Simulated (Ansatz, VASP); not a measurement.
# PtSe2 in two plane-wave programs

Aim: how closely do two programs agree when they are given the same cell, functional and k mesh? The cell is taken from a series of runs on this material, whose earlier steps may have relaxed, scaled, displaced or heated it; both programs get it as it stands.

Main program and level: Ansatz 0.2.0; plane waves, with VASP 6.6.1 beside it; zone-centre phonons at PBE.

**1. Starting point**

The cell holds 3 atoms: 1 Pt and 2 Se. Its edges and angles: a = 3.563 Å, b = 3.618 Å, c = 30.460 Å, α = 90.0°, β = 90.0°, γ = 119.5°. Vacuum lies along c.

**2. Ansatz: zone-centre phonons, PBE**

Ansatz runs on its PAW soft_1 files.

Second derivatives magnify differences that forces hide, and they need a tight electronic threshold.

Contents of input.yaml:

```yaml
crystal:
  lattice:
    - [3.5629392304, 0.0, 0.0]
    - [-1.7814696152, 3.1485672303, 0.0]
    - [0.0, 0.0, 30.46]
  atoms:
    - { symbol: Pt, position: [0.3367511687, 0.6735023374, 0.3282994091] }
    - { symbol: Se, position: [0.664957749, 0.3299154979, 0.3773649959] }
    - { symbol: Se, position: [0.664957749, 0.3299154979, 0.2792338222] }
  periodic: [true, true, false]
kpoints:
  mp_grid: { grid: [15, 15, 1] }
hamiltonian:
  xc: pbe
  pseudopotentials: { kind: paw, azcp: { folder: soft_1 } }
scf:
  occupations: { method: methfessel_paxton, width: 0.2 }
output:
  eigenvalues: true
phonons:
  method: dfpt
```

The run is started by

```bash
> ansatz run input.yaml --threads 4 --pin off --max-ram 16384MiB --backend cpu --events-out ev --progress --plain --runs-dir out
```

Numbers of over 12 decimals in the logs are rounded to 6 here.

The program printed:

```text
Warning: crystal.symmetry: narrowed to the stabiliser of the run's FFT grids — unitary ops 4 → 2. A phonons.method: dfpt run fills in the rows of the dynamical matrix that it does not solve by its symmetry operations, which is exact only for operations that map its FFT grids onto themselves: filled in by any other, the frequencies could depend on the order in which like atoms are typed, or, by more than the grids' own error, on where the crystal sits among the grids' points. Excluded: 2 operations. The run can therefore solve more perturbations, solve them on more k-points, or both, and cost more. [rest of the remark cut]
Engine: ansatz 0.2.0, aarch64-unknown-linux-gnu
Pseudopotentials: kind: paw
Pseudopotential: Pt, paw, valence charge 18, recommended cutoff 420 eV (normal), soft_1/Pt.paw.azcp
Pseudopotential: Se, paw, valence charge 16, recommended cutoff 420 eV (normal), soft_1/Se.paw.azcp
Functional definition: PBE
  parameter kappa = 0.804
  parameter beta = 0.066725
  exchange = pbe_x(kappa = kappa, mu = beta*pi^2/3)
  correlation = pbe_c(beta = beta)
Crystal: 3 atoms, lattice volume = 341.705 Å³
Basis set: ecut = 420 eV, 6591 PW (Γ), exchange–correlation on 60×60×432 points (8 copies of the dense FFT grid, shifted against one another)
Bands: 30, of which v1, the nominal top of the filled ones, is band 25 counted from 1 (24 counted from 0)
Symmetry: 4 space group operations
k-points: 64 of 225 (irreducible under 2 space group operations, time reversal used)
Non-local potential: Pt, projectors of the file, l = 0: 3, l = 1: 2, l = 2: 2, l = 3: 1
Non-local potential: Se, projectors of the file, l = 0: 2, l = 1: 2, l = 2: 3, l = 3: 1
PAW form: soft (Blöchl's): semilocal exchange-correlation on the pseudo side does not see the compensation charge
PAW one-centre angular grid: Pt, 590 points (default); XC on 64 Gauss nodes
PAW one-centre angular grid: Se, 590 points (default); XC on 64 Gauss nodes
Initial density: superposition of atomic densities (neutral atoms: chi_scale 0, normalization atom)
Initial wavefunctions: pseudopotential atomic-orbital guess
Functional: x = pbe(κ = 0.804, μ = 0.219515), c = pbe(β = 0.066725)
SCF iter   1: F=—  HF=-23463.258196 eV  |F-HF|=—  |Δ(HF+E_count)|=         —  Δρ=2.89e-2  dr2=3.11e0  ethr=3.10e-3  ⟨swp⟩=12.0  Hψ=11140  notcnv=0
preconditioner: auto → LDOS  [metal: Δε(μ)=0.051 eV  Ē_g=8.858 eV  σ=0.200 eV  W_gap=0.21  n_scr=18 (ndim 8)  ℏωp=9.4 eV  f_vac=0.778  D(μ)=2.31/eV (n_scr^D=10)  β→1.0]
SCF iter   2: F=—  HF=-23462.788005 eV  |F-HF|=—  |Δ(HF+E_count)|=   4.70e-1  S|Δr|=    0.00e0  Δρ=8.35e-3  dr2=2.93e-1  ethr=3.10e-3  ⟨swp⟩=3.0  Hψ=5051  notcnv=0  defer=1
SCF iter   3: F=—  HF=-23462.724820 eV  |F-HF|=—  |Δ(HF+E_count)|=   6.32e-2  S|Δr|=    0.00e0  Δρ=3.81e-3  dr2=7.17e-2  ethr=5.85e-4  ⟨swp⟩=3.2  Hψ=4672  notcnv=0  defer=1
SCF iter   4: F=—  HF=-23462.702219 eV  |F-HF|=—  |Δ(HF+E_count)|=   2.26e-2  S|Δr|=    0.00e0  Δρ=1.16e-3  dr2=4.87e-3  ethr=1.43e-4  ⟨swp⟩=3.9  Hψ=5135  notcnv=0
SCF iter   5: F=—  HF=-23462.701263 eV  |F-HF|=—  |Δ(HF+E_count)|=   9.57e-4  S|Δr|=    0.00e0  Δρ=1.93e-4  dr2=1.26e-4  ethr=9.74e-6  ⟨swp⟩=2.8  Hψ=3658  notcnv=0
SCF iter   6: F=—  HF=-23462.701314 eV  |F-HF|=—  |Δ(HF+E_count)|=   5.10e-5  S|Δr|=    0.00e0  Δρ=5.78e-5  dr2=1.37e-5  ethr=2.52e-7  ⟨swp⟩=3.5  Hψ=4180  notcnv=0
SCF iter   7: F=—  HF=-23462.701318 eV  |F-HF|=—  |Δ(HF+E_count)|=   4.79e-6  S|Δr|=    0.00e0  Δρ=5.70e-6  dr2=1.06e-7  ethr=2.74e-8  ⟨swp⟩=3.2  Hψ=3620  notcnv=0
SCF iter   8: F=—  HF=-23462.701304 eV  |F-HF|=—  |Δ(HF+E_count)|=   1.41e-5  S|Δr|=    0.00e0  Δρ=1.71e-6  dr2=1.37e-8  ethr=2.13e-10  ⟨swp⟩=4.0  Hψ=4912  notcnv=0
SCF iter   9: F=—  HF=-23462.701304 eV  |F-HF|=—  |Δ(HF+E_count)|=   2.19e-8  S|Δr|=    0.00e0  Δρ=4.60e-7  dr2=1.09e-9  ethr=2.74e-11  ⟨swp⟩=3.0  Hψ=4114  notcnv=0
SCF iter  10: F=—  HF=-23462.701304 eV  |F-HF|=—  |Δ(HF+E_count)|=   7.65e-9  S|Δr|=    0.00e0  Δρ=1.24e-7  dr2=9.28e-11  ethr=2.17e-12  ⟨swp⟩=3.3  Hψ=3660  notcnv=0
SCF iter  11: F=—  HF=-23462.701304 eV  |F-HF|=—  |Δ(HF+E_count)|=  8.22e-10  S|Δr|=    0.00e0  Δρ=4.16e-8  dr2=1.04e-11  ethr=1.00e-12  ⟨swp⟩=16.1  Hψ=14693  notcnv=0
SCF iter  12: F=-23462.701304 eV  HF=-23462.701304 eV  |F-HF|=7.28e-11  |Δ(HF+E_count)|=  8.73e-11  S|Δr|=    0.00e0  Δρ=1.12e-8  dr2=4.08e-13  ethr=1.00e-12  ⟨swp⟩=8.0  Hψ=9844  notcnv=0
SCF 1 converged in 12 iterations: F = -23462.701304 eV  dr2 = 4.08e-13
  greatest PAW one-centre occupation: 1.000 electrons in one spin orbital (limit 2), on the Pt atom at site 0 (counted from 0), in its partial waves of l = 0
DFPT response loops at Γ: preconditioner auto → none (partly filled bands, converged f_vac=0.779); β = 0.50; Broyden in place of MSR1
SCF converged after 12 iterations
Stability not checked: this state was not tested for a lower state beside it, because cold or Methfessel-Paxton smearing, or corrected tetrahedra, fill the levels in a way that the test cannot read (fill_not_monotonic; see scf.lower_state_search)
Free energy (F): -23462.701304 eV
Harris-Foulkes:  -23462.701304 eV  (|F-HF|=7.28e-11)
Internal energy: -23462.704642 eV  (E = F + TS)
E sigma→0 (E₀):  -23462.702139 eV
Entropy (-TS):   0.003338 eV (1.113 meV/atom)
Fermi energy:    -4.728350 eV
--- Per-component energies (eV) ---
  E_band       = -1845.197751
  E_kinetic    = 815.402006
  E_local      = -130881.825020  (includes V_loc(G=0)·N_el)
  E_nonlocal   = -502.868984
  E_hartree    = 64934.962441
  E_xc         = -400.689917
  E_vxc        = -449.662733  (∫ρ·V_xc dr)
  E_paw        = -13745.215690  (= ΣΔE_a)
  E_vpaw       = -696.168361  (= ΣTr[D̂ρ^β])
  E_aug_tail   = 0.000366  (compensation charges beyond the density's cutoff)
  E_ewald      = 56317.530157
  E_smearing   = 0.003338  (= −TS)
  E_closure    = -0.000000  (closes the sum)
  Σ components = -23462.701304   (vs F -23462.701304, Δ=0.00e0)
--- Band table (eV; the first three rows and the last of 64) ---
  k-point 0: bands = [... 21 lower, -7.3158, -6.3825, -4.1409, -4.0633, -4.0011, -3.7835, -1.9765 (-1.9765°), -0.4125, ... 1 higher]
  k-point 1: bands = [... 21 lower, -7.3684, -6.3203, -4.2649, -4.2491, -4.0968, -3.8870, -1.6769 (-1.6769°), -0.3343, ... 1 higher]
  k-point 2: bands = [... 21 lower, -7.5264, -6.2091, -4.7255, -4.6706, -4.1686, -3.9781, -1.0796 (-1.0796°), -0.1234, ... 1 higher]
  k-point 63: bands = [... 21 lower, -8.1341, -7.3117, -6.7376, -5.6083, -4.4313, -3.4923, -0.4872, 1.4865, ... 1 higher]
  ° read free of the cell's end (the report's vacuum.weakly_bound_levels)
--- Phonons (Γ-DFPT): 9 representative perturbations + reference, on 64 of 225 k-points (Σ response iterations 44) ---
  ASR residual: 2.221e-5 → 0.000e0 eV/Å²; symmetrization residual: 1.290e-5 eV/Å²
  The last average, over the group as it would stand without the narrowing to the FFT grids, took up to 5.217e-6 eV/Å² of the zone centre's force constants
  ASR residual per site (eV/Å²): 2.22e-5 6.67e-6 7.66e-6
  Γ frequencies (cm⁻¹): 0.00 0.00 0.00 102.47 102.53 114.73 116.56 134.42 193.38
  non-analytic LO–TO correction: not included (Born effective charges unavailable; polar crystals: no LO–TO splitting at Γ)
```

[end of part 1 of 2]

[Lines on the potential files, build, host, timing and source positions are cut from VASP's logs without a mark.]

[Logs are printed without paths, hosts, clocks, repeated set-up lines and the standing remarks that a program may print on its own settings, such as how far it seeks lower states.]

[Hosts, paths, dates, database ids (printed as entryN), source tags and the programs' standing remarks are cut or masked in the printed files.]
